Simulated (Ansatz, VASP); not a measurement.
## Cross-check of WS2 (Tungstenite) between VASP and Ansatz

One calculation is typed for both programs; each brings its own data sets. How far apart do they land? The cell is taken from a series of runs on this material, whose earlier steps may have relaxed, scaled, displaced or heated it; both programs get it as it stands.

Program: Ansatz 0.2.0. Level of theory: plane waves, with VASP 6.6.1 beside it; single point at HSE06. Results are calculated unless marked as measured.

### 1. The starting structure

The structure is hexagonal, space group P6_3/mmc (No. 194). Conventional cell: a = 3.170 Å, b = 3.170 Å, c = 12.493 Å, α = 90.00°, β = 90.00°, γ = 120.00°. Nearest to W lie 6 S at 2.41 Å. Nearest to S lie 3 W at 2.41 Å. Farther neighbours and most contacts between anions are not listed.

As a file:

```xyz
6
Lattice="3.1699 0.0000 0.0000 -1.5850 2.7452 0.0000 0.0000 0.0000 12.4930" Properties=species:S:1:pos:R:3 pbc="T T T"
W     0.0000    1.8302    3.1233
W     1.5850    0.9151    9.3698
S     0.0000    1.8302    7.8070
S     1.5850    0.9151    1.5605
S     0.0000    1.8302   10.9325
S     1.5850    0.9151    4.6860
```

### 2. VASP: single point, HSE06

With cell and atoms fixed, the geometry can't cause a difference; cores, projectors, grids and the points listed under the comparison can.

Lines of VASP's logs that name or quote its potential files are left out, and so is its time.

The run reads the wave functions of an earlier VASP run, which isn't shown here.

INCAR reads:

```
SYSTEM = WS2
PREC = Accurate
ENCUT = 400
EDIFF = 1E-06
NELM = 100
ISMEAR = 0
SIGMA = 0.01
LREAL = .FALSE.
ALGO = Normal
LHFCALC = .TRUE.
AEXX = 0.25
GGA = PE
HFSCREEN = 0.208
LASPH = .TRUE.
NBANDS = 24
PRECFOCK = Fast
LORBIT = 11
LWAVE = .FALSE.
LCHARG = .FALSE.
ISIF = 2
```

POSCAR reads:

```
WS2
1.0
    3.1699230744      0.0000000000      0.0000000000
   -1.5849615372      2.7452339105      0.0000000000
    0.0000000000      0.0000000000     12.4930034620
W S
2 4
Direct
    0.3333333333      0.6666666667      0.2500000000
    0.6666666667      0.3333333333      0.7500000000
    0.3333333333      0.6666666667      0.6249082474
    0.6666666667      0.3333333333      0.1249082474
    0.3333333333      0.6666666667      0.8750917526
    0.6666666667      0.3333333333      0.3750917526
```

KPOINTS reads:

```
Automatic mesh
0
Gamma
4 4 1
0 0 0
```

Potentials, in the order of the species: W and S (PBE family, release 64).

Started as:

```console
export OMP_NUM_THREADS=3
mpirun -np 1 vasp_std
```

Numbers of over 12 decimals in the logs are rounded to 6 here.

Log:

```text
[banner, memory and clock lines left out]
running    1 mpi-ranks, on    1 nodes
 distrk:  each k-point on    1 cores,    1 groups
 distr:  one band on    1 cores,    1 groups
 Offloading initialized ...    1 GPUs detected
 POSCAR found type information on POSCAR W S
 POSCAR found :  2 types and       6 ions
 LDA part: xc-table for (Slater+PW92), standard interpolation
 found WAVECAR, reading the header
 POSCAR, INCAR and KPOINTS ok, starting setup
 FFT: planning ... GRIDC
 FFT: planning ... GRID_SOFT
 FFT: planning ... GRID
 reading WAVECAR
 the WAVECAR file was read successfully
 initial charge from wavefunction
 entering main loop
       N       E                     dE             d eps       ncg     rms          rms(c)
DAV:   1    -0.565125987506E+02   -0.56513E+02   -0.18368E+00   200   0.144E+01    0.125E+01
DAV:   2    -0.565087803058E+02    0.38184E-02   -0.56757E-02   224   0.130E+00    0.731E+00
DAV:   3    -0.565069863558E+02    0.17940E-02   -0.14012E-02   256   0.632E-01    0.425E+00
DAV:   4    -0.565058029330E+02    0.11834E-02   -0.16656E-03   240   0.253E-01    0.255E+00
DAV:   5    -0.565056138515E+02    0.18908E-03   -0.12597E-03   256   0.172E-01    0.151E+00
DAV:   6    -0.565055849039E+02    0.28948E-04   -0.16598E-04   240   0.863E-02    0.855E-01
DAV:   7    -0.565055750488E+02    0.98552E-05   -0.48282E-05   264   0.408E-02    0.496E-01
DAV:   8    -0.565055749102E+02    0.13853E-06   -0.79285E-06   248   0.159E-02
   1 F= -.56505575E+02 E0= -.56505575E+02  d E =-.221488E-22
```

Parts of OUTCAR (step 2):

```text
ion  position               nearest neighbor table
   1  0.333  0.667  0.250-   4 2.41   6 2.41   4 2.41   6 2.41   4 2.41   6 2.41
   2  0.667  0.333  0.750-   3 2.41   5 2.41   3 2.41   5 2.41   3 2.41   5 2.41
   3  0.333  0.667  0.625-   2 2.41   2 2.41   2 2.41
   4  0.667  0.333  0.125-   1 2.41   1 2.41   1 2.41
   5  0.333  0.667  0.875-   2 2.41   2 2.41   2 2.41
   6  0.667  0.333  0.375-   1 2.41   1 2.41   1 2.41

  LATTYP: Found a hexagonal cell.
 ALAT       =     3.1699230744
 C/A-ratio  =     3.9411061937

 Subroutine GETGRP returns: Found 24 space group operations
 (whereof 12 operations were pure point group operations)

The static configuration has the point symmetry D_3d.
 The point group associated with its full space group is D_6h.

 Found      4 irreducible k-points:

   k-points           NKPTS =      4   k-points in BZ     NKDIM =     16   number of bands    NBANDS=     24

   dimension x,y,z NGX =    24 NGY =   24 NGZ =   84
   dimension x,y,z NGXF=    48 NGYF=   48 NGZF=  168

   ENCUT  =  400.0 eV  29.40 Ry    5.42 a.u.   5.17  5.17 20.37*2*pi/ulx,y,z

   NELECT =      36.0000    total number of electrons

 k-points in reciprocal lattice and weights: Automatic mesh
   0.00000000  0.00000000  0.00000000       0.063
   0.25000000  0.00000000  0.00000000       0.375
   0.50000000  0.00000000  0.00000000       0.188
   0.25000000  0.25000000  0.00000000       0.375

  exchange ACFDT corr.  =         0.00000000  see jH, gK, PRB 81, 115126

 average (electrostatic) potential at core
       1 -36.0667       2 -36.0667       3 -82.4810       4 -82.4809       5 -82.4810
       6 -82.4809

 E-fermi :   5.7994

 k-point     1 :       0.0000    0.0000    0.0000
  band No.  band energies     occupation
    ...
     14       3.2866      2.00000
     15       3.2866      2.00000
     16       3.8924      2.00000
     17       4.5443      2.00000
     18       5.7329      2.00000
     19       8.7569      0.00000
     20       8.7577      0.00000
     21       8.7677      0.00000
     22       8.7698      0.00000
     23       8.8106      0.00000
    ...

 k-point     2 :       0.2500    0.0000    0.0000
  band No.  band energies     occupation
    ...
     14       2.7874      2.00000
     15       2.8191      2.00000
     16       3.5636      2.00000
     17       4.0165      2.00000
     18       4.1334      2.00000
     19       7.7366      0.00000
     20       8.2278      0.00000
     21       8.4328      0.00000
     22       8.6752      0.00000
     23       8.8952      0.00000
    ...

 k-point     3 :       0.5000    0.0000    0.0000
  band No.  band energies     occupation
    ...
     14       2.6289      2.00000
     15       3.5110      2.00000
     16       3.6852      2.00000
     17       3.8539      2.00000
     18       4.0320      2.00000
     19       8.6582      0.00000
     20       8.7019      0.00000
     21       9.0242      0.00000
     22       9.2805      0.00000
     23       9.7417      0.00000
    ...

  Total       -2.4371000     -2.4371000     -1.5577121      0.0000000      0.0000000      0.0000000
  in kB      -35.9160847    -35.9160847    -22.9563496      0.0000000      0.0000000      0.0000000
  external PRESSURE =     -31.5961730 kB  Pullay stress =       0.0000000 kB

  energy-cutoff  :      400.00
  volume of cell :      108.72
      direct lattice vectors                 reciprocal lattice vectors
     3.169923074  0.000000000  0.000000000     0.315465069  0.182133842 -0.000000000
    -1.584961537  2.745233911  0.000000000     0.000000000  0.364267685  0.000000000
     0.000000000  0.000000000 12.493003462     0.000000000 -0.000000000  0.080044803

 POSITION                                       TOTAL-FORCE (eV/Angst)
 -----------------------------------------------------------------------------------
     -0.00000      1.83016      3.12325        -0.000000     -0.000000      0.000000
      1.58496      0.91508      9.36975         0.000000      0.000000      0.000000
     -0.00000      1.83016      7.80698        -0.000000     -0.000000      0.545632
      1.58496      0.91508      1.56048         0.000000      0.000000      0.545632
     -0.00000      1.83016     10.93252        -0.000000     -0.000000     -0.545632
      1.58496      0.91508      4.68602         0.000000      0.000000     -0.545632
 -----------------------------------------------------------------------------------
    total drift:                               -0.000001      0.000006      0.000067

  FREE ENERGIE OF THE ION-ELECTRON SYSTEM (eV)
  ---------------------------------------------------
  free  energy   TOTEN  =       -56.5055749102 eV

  energy  without entropy=      -56.5055749102  energy(sigma->0) =      -56.50557491

 total charge
# of ion       s       p       d       tot
------------------------------------------
    1        0.654   0.732   4.468   5.854
    2        0.654   0.732   4.468   5.854
    3        1.355   2.368   0.000   3.723
    4        1.355   2.368   0.000   3.723
    5        1.355   2.368   0.000   3.723
    6        1.355   2.368   0.000   3.723
--------------------------------------------------
tot          6.729  10.935   8.935  26.599

[... 1 further part left out ...]
```

This run has no spin polarisation, so a moment on W, if there is one, isn't seen. The data set W keeps the semicore shell frozen, which is cheaper and a little less accurate.

### 3. Ansatz: single point, HSE06

Ansatz runs on its default PAW (the set named soft_2) files.

The same cell, functional and mesh now go to Ansatz.

input.yaml reads:

```yaml
crystal:
  lattice:
    - [3.1699230744, 0.0, 0.0]
    - [-1.5849615372, 2.7452339105, 0.0]
    - [0.0, 0.0, 12.493003462]
  atoms:
    - { symbol: W, position: [0.3333333333, 0.6666666667, 0.25] }
    - { symbol: W, position: [0.6666666667, 0.3333333333, 0.75] }
    - { symbol: S, position: [0.3333333333, 0.6666666667, 0.6249082474] }
    - { symbol: S, position: [0.6666666667, 0.3333333333, 0.1249082474] }
    - { symbol: S, position: [0.3333333333, 0.6666666667, 0.8750917526] }
    - { symbol: S, position: [0.6666666667, 0.3333333333, 0.3750917526] }
kpoints:
  mp_grid: { grid: [4, 4, 1] }
hamiltonian:
  xc: hse06
scf:
  occupations: { method: fixed }
  n_extra_bands: 6
  lower_state_search: "off"
  convergence: { dr2_threshold: 1.0e-09 }
output:
  eigenvalues: true
basis:
  ecutwfc: 650
```

Started as:

```console
ansatz run input.yaml --threads 16 --pin off --max-ram 27648MiB --backend cpu --events-out ev --progress --plain --runs-dir out
```

Log:

```text
scf.n_extra_bands = 6 over 26 filled bands (N_el = 52.0): the run solves 32 bands
Engine: ansatz 0.2.0, aarch64-unknown-linux-gnu
Pseudopotentials: kind: paw
Pseudopotential: W, paw, valence charge 14, recommended cutoff 420 eV (normal), W.paw.azcp
Pseudopotential: S, paw, valence charge 6, recommended cutoff 420 eV (normal), S.paw.azcp
Functional definition: HSE06
  parameter a = 0.25
  parameter omega = 0.11/bohr
  exchange = pbe_x - a*pbe_x_sr(omega) + a*exact_x_sr(omega)
  correlation = pbe_c
davidson cushion auto → on  (no smearing: the cushion is to keep the highest requested band from converging to the state above it; pin scf.eigensolver.cushion to override)
Crystal: 6 atoms, lattice volume = 108.716 Å³
Basis set: ecut = 650 eV, 4143 PW (Γ)
Bands: 32, of which v1, the nominal top of the filled ones, is band 26 counted from 1 (25 counted from 0)
Symmetry: 24 space group operations
Space group: P63/mmc (ITA 194), of the structure as read, at distance tolerance 4.8e-5 Å
k-points: 4 of 16
Non-local potential: W, projectors of the file, l = 0: 3, l = 1: 2, l = 2: 2, l = 3: 1
Non-local potential: S, projectors of the file, l = 0: 2, l = 1: 2, l = 2: 2
PAW form: soft (Blöchl's): semilocal exchange-correlation on the pseudo side does not see the compensation charge
PAW frozen core: W, regenerated for the run's functional, and the local potential with it (the file was generated under x = pbe(κ = 0.804, μ = 0.219515), c = pbe(β = 0.066725))
PAW frozen core: S, regenerated for the run's functional, and the local potential with it (the file was generated under x = pbe(κ = 0.804, μ = 0.219515), c = pbe(β = 0.066725))
PAW one-centre angular grid: W, 590 points (default); XC on 64 Gauss nodes
PAW one-centre angular grid: S, 110 points (default); XC on 64 Gauss nodes
Initial density: superposition of atomic densities (neutral atoms: chi_scale 0, normalization atom), corrected by the library's trained network
Initial wavefunctions: pseudopotential atomic-orbital guess
Functional: x = pbe(κ = 0.804, μ = 0.219515), c = pbe(β = 0.066725), warm-up for x = pbe(κ = 0.804, μ = 0.219515) + 0.25 (exact − pbe) at short range (hse, ω = 0.207870 Å⁻¹), c = pbe(β = 0.066725); HSE06 as pw.x's `hse` composes it (authors' and Libxc's form: `xc: wpbeh`)
SCF iter   1: F=—  HF=-24382.856207 eV  |F-HF|=—  |Δ(HF+E_count)|=         —  Δρ=5.73e-3  dr2=1.32e-2  ethr=1.77e-3  ⟨swp⟩=6.5  Hψ=565  notcnv=0
preconditioner: auto → none  [insulator: Δε(μ)=1.379 eV  Ē_g=8.490 eV  n_scr=26 (ndim 8)  ℏωp=21.4 eV  f_vac=0.024]
SCF iter   2: F=—  HF=-24382.862194 eV  |F-HF|=—  |Δ(HF+E_count)|=   5.99e-3  Δρ=2.83e-3  dr2=5.77e-3  ethr=2.53e-5  ⟨swp⟩=4.2  Hψ=412  notcnv=0
SCF iter   3: F=—  HF=-24382.867437 eV  |F-HF|=—  |Δ(HF+E_count)|=   5.24e-3  Δρ=2.39e-3  dr2=1.84e-2  ethr=1.11e-5  ⟨swp⟩=4.2  Hψ=384  notcnv=0  defer=1  recentre
iter 4 solved again at ethr=2.66e-7 eV; its pass at ethr=1.11e-5 eV (dr2=1.39e-4 eV) is discarded
SCF iter   4: F=-24382.865421 eV  HF=-24382.865164 eV  |F-HF|=2.57e-4  |Δ(HF+E_count)|=   2.27e-3  Δρ=6.57e-4  dr2=1.39e-4  ethr=2.66e-7  ⟨swp⟩=3.0  Hψ=657  notcnv=0
SCF 1 stopped early in 4 iterations: F = -24382.865421 eV  dr2 = 1.39e-4
  greatest PAW one-centre occupation: 0.999 electrons in one spin orbital (limit 2), on the W atom at site 1 (counted from 0), in its partial waves of l = 0
Initial density: handed on by an earlier stage of this run
Initial wavefunctions: those handed on with the density
Functional: x = pbe(κ = 0.804, μ = 0.219515) + 0.25 (exact − pbe) at short range (hse, ω = 0.207870 Å⁻¹), c = pbe(β = 0.066725); HSE06 as pw.x's `hse` composes it (authors' and Libxc's form: `xc: wpbeh`)
Exchange kernel: α = 0.2500, screened, ω = 0.2079 Å⁻¹, Wigner–Seitz truncation, v(0) = 984.4398 eV·Å³, q-mesh 4×4×1, nearest image of the exchange supercell L = 12.49 Å, pair-density grid 20×20×72, without the augmentation charges, whose exchange is taken in its separable form by FFT convolution over the k-point mesh (sized by the pseudopotential files, 24×24×108 at the most), smooth part of the exact exchange by density-matrix convolution
Frozen-core exchange: fock
SCF iter   1: F=—  HF=-24386.981141 eV  |F-HF|=—  |Δ(HF+E_count)|=         —  Δρ=6.69e-3  dr2=8.10e-2  ethr=2.68e-6  ⟨swp⟩=6.2  Hψ=650  notcnv=0
preconditioner: auto → none  [insulator: Δε(μ)=1.922 eV  Ē_g=9.916 eV  n_scr=26 (ndim 8)  ℏωp=21.4 eV  f_vac=0.021]
SCF iter   2: F=—  HF=-24386.977406 eV  |F-HF|=—  |Δ(HF+E_count)|=   3.73e-3  Δρ=5.12e-3  dr2=1.04e-1  ethr=2.68e-6  ⟨swp⟩=5.0  Hψ=551  notcnv=0
SCF iter   3: F=—  HF=-24386.959095 eV  |F-HF|=—  |Δ(HF+E_count)|=   1.83e-2  Δρ=1.90e-3  dr2=5.09e-3  ethr=2.68e-6  ⟨swp⟩=5.0  Hψ=491  notcnv=0
SCF iter   4: F=—  HF=-24386.971089 eV  |F-HF|=—  |Δ(HF+E_count)|=   1.20e-2  Δρ=1.27e-3  dr2=1.82e-3  ethr=2.68e-6  ⟨swp⟩=4.0  Hψ=413  notcnv=0
SCF iter   5: F=—  HF=-24386.970616 eV  |F-HF|=—  |Δ(HF+E_count)|=   4.73e-4  Δρ=4.08e-4  dr2=1.17e-4  ethr=2.68e-6  ⟨swp⟩=3.0  Hψ=324  notcnv=0
SCF iter   6: F=—  HF=-24386.970980 eV  |F-HF|=—  |Δ(HF+E_count)|=   3.64e-4  Δρ=1.56e-4  dr2=3.16e-5  ethr=1.54e-7  ⟨swp⟩=3.5  Hψ=393  notcnv=0
SCF iter   7: F=-24386.970972 eV  HF=-24386.970972 eV  |F-HF|=1.02e-7  |Δ(HF+E_count)|=   8.42e-6  Δρ=1.82e-5  dr2=1.74e-6  ethr=5.77e-8  ⟨swp⟩=3.0  Hψ=322  notcnv=0
SCF 2 stopped early in 7 iterations: F = -24386.970972 eV  dr2 = 1.74e-6
hybrid outer 1: dexx = +1.572e-2 eV, tail = 1.34e-5 eV
Exchange kernel: α = 0.2500, screened, ω = 0.2079 Å⁻¹, Wigner–Seitz truncation, v(0) = 984.4398 eV·Å³, q-mesh 4×4×1, nearest image of the exchange supercell L = 12.49 Å, pair-density grid 20×20×72, without the augmentation charges, whose exchange is taken in its separable form by FFT convolution over the k-point mesh (sized by the pseudopotential files, 24×24×108 at the most), smooth part of the exact exchange by density-matrix convolution
Frozen-core exchange: fock
SCF iter   1: F=—  HF=-24386.971017 eV  |F-HF|=—  |Δ(HF+E_count)|=         —  Δρ=3.46e-5  dr2=6.45e-7  ethr=1.29e-7  ⟨swp⟩=3.0  Hψ=331  notcnv=0
preconditioner: auto → none  [insulator: Δε(μ)=1.960 eV  Ē_g=9.862 eV  n_scr=26 (ndim 8)  ℏωp=21.4 eV  f_vac=0.022]
SCF iter   2: F=—  HF=-24386.971017 eV  |F-HF|=—  |Δ(HF+E_count)|=   1.91e-7  Δρ=1.43e-5  dr2=1.11e-7  ethr=1.08e-9  ⟨swp⟩=3.5  Hψ=358  notcnv=0
SCF iter   3: F=—  HF=-24386.971017 eV  |F-HF|=—  |Δ(HF+E_count)|=   5.39e-7  Δρ=4.76e-6  dr2=2.05e-8  ethr=1.15e-10  ⟨swp⟩=4.0  Hψ=379  notcnv=0
iter 4 solved again at ethr=1.00e-12 eV; its pass at ethr=3.67e-11 eV (dr2=1.31e-10 eV) is discarded
SCF iter   4: F=—  HF=-24386.971017 eV  |F-HF|=—  |Δ(HF+E_count)|=   5.32e-9  Δρ=5.59e-7  dr2=4.47e-9  ethr=1.26e-12 (applied; sched 1.00e-12)  ⟨swp⟩=3.2  Hψ=634  notcnv=0
eigensolver tolerance schedule: the retry pair's looser diagonalisation over-reported the residual by 0.11 of it (diagonalisation noise at 0.12 of the residual, at the tolerance the schedule requests for it); recorded, not acted on — ethr = c·dr2/N_el stays at c = 1.0e-1
SCF iter   5: F=—  HF=-24386.971017 eV  |F-HF|=—  |Δ(HF+E_count)|=   3.49e-8  Δρ=1.45e-6  dr2=2.52e-9  ethr=1.81e-12 (applied; sched 1.00e-12)  ⟨swp⟩=4.8  Hψ=462  notcnv=0
SCF iter   6: F=-24386.971017 eV  HF=-24386.971017 eV  |F-HF|=0.00e0  |Δ(HF+E_count)|=  6.18e-10  Δρ=1.15e-7  dr2=5.23e-10  ethr=1.42e-12 (applied; sched 1.00e-12)  ⟨swp⟩=3.2  Hψ=374  notcnv=0
SCF 3 converged in 6 iterations: F = -24386.971017 eV  dr2 = 5.23e-10
  greatest PAW one-centre occupation: 0.998 electrons in one spin orbital (limit 2), on the W atom at site 1 (counted from 0), in its partial waves of l = 0
hybrid outer 2: dexx = +8.621e-7 eV, tail = 6.64e-9 eV, Δε = 1.68e-3 eV (about 3.57e-5 eV left of the loop's levels)
hybrid SCF converged: 2 outer / 13 inner (+4 warm-up), last move |dexx| = 8.62e-7 eV, tail = 6.64e-9 eV
Stability not checked: this state was not tested for a lower state beside it, because the functional holds exact exchange (a hybrid, or Hartree-Fock), whose exchange loop this test does not read (fock_operator; see scf.lower_state_search)
Free energy (F): -24386.971017 eV
Frozen-core exchange: fock
Harris-Foulkes:  -24386.971017 eV  (|F-HF|=0.00e0)
Internal energy: -24386.971017 eV  (E = F + TS)
E sigma→0 (E₀):  -24386.971017 eV
Fermi energy:    11.047148 eV
--- Per-component energies (eV) ---
  E_band       = -479.216937
  E_kinetic    = 1328.792344
  E_local      = -3620.089951  (includes V_loc(G=0)·N_el)
  E_nonlocal   = 115.918798
  E_hartree    = 1440.015601
  E_xc         = -738.048823
  E_vxc        = -662.070610  (∫ρ·V_xc dr)
  E_exx        = -126.672407  (= α·E_x^exact, valence–valence)
  E_paw        = -19587.470461  (= ΣΔE_a)
  E_vpaw       = -268.453783  (= ΣTr[D̂ρ^β])
  E_aug_tail   = -0.000024  (compensation charges beyond the density's cutoff)
  E_ewald      = -3193.197025
  E_core_change = -6.219070  (= ΣΔE_core)
  E_smearing   = -0.000000  (= −TS)
  E_closure    = 0.000000  (closes the sum)
  Σ components = -24386.971017   (vs F -24386.971017, Δ=0.00e0)
--- Band table (eV) ---
[... rows of the band table ...]
```

### 4. Comparison

Known differences besides the potentials themselves: exact exchange at q = 0 is treated differently, which shows on coarse meshes; VASP keeps PBE cores, Ansatz makes them for the functional; fixed occupations in Ansatz, narrow Gaussian smearing in VASP; the data sets hold 52 valence electrons in Ansatz (on its default PAW (the set named soft_2) files) and 36 in VASP; the cutoff is 650 eV in Ansatz and 400 eV in VASP; VASP takes a coarser grid for exact exchange (PRECFOCK = Fast). Total energies have different zeros and are not compared.

Compared:

```csv
quantity,Ansatz,VASP,difference
gap on the k mesh (eV),1.960,2.004,-0.044
```

A gap on the mesh is an upper bound, since the band edges may lie between its points; neither run holds spin-orbit coupling, which can move the band edges of a compound of W.

### 5. Results

| Quantity | Value |
| --- | --- |
| difference in gap on the k mesh (single point, HSE06) | -0.044 eV |

What this shows: The difference in gap on the k mesh is -0.044 eV (single point, HSE06), within the 0.08 eV picked in this series as the mark of a large difference. The data sets hold unlike numbers of valence electrons (52 in Ansatz and 36 in VASP), so part of the differences comes from the potentials. Such differences can come from data sets, numerical settings and the points named under the comparisons, not from the functional's error against experiment.

[Lines on the potential files, build, host, timing and source positions are cut from VASP's logs without a mark.]

[Logs are printed without paths, hosts, clocks, repeated set-up lines and the standing remarks that a program may print on its own settings, such as how far it seeks lower states.]

[Hosts, paths, dates, database ids (printed as entryN), source tags and the programs' standing remarks are cut or masked in the printed files.]
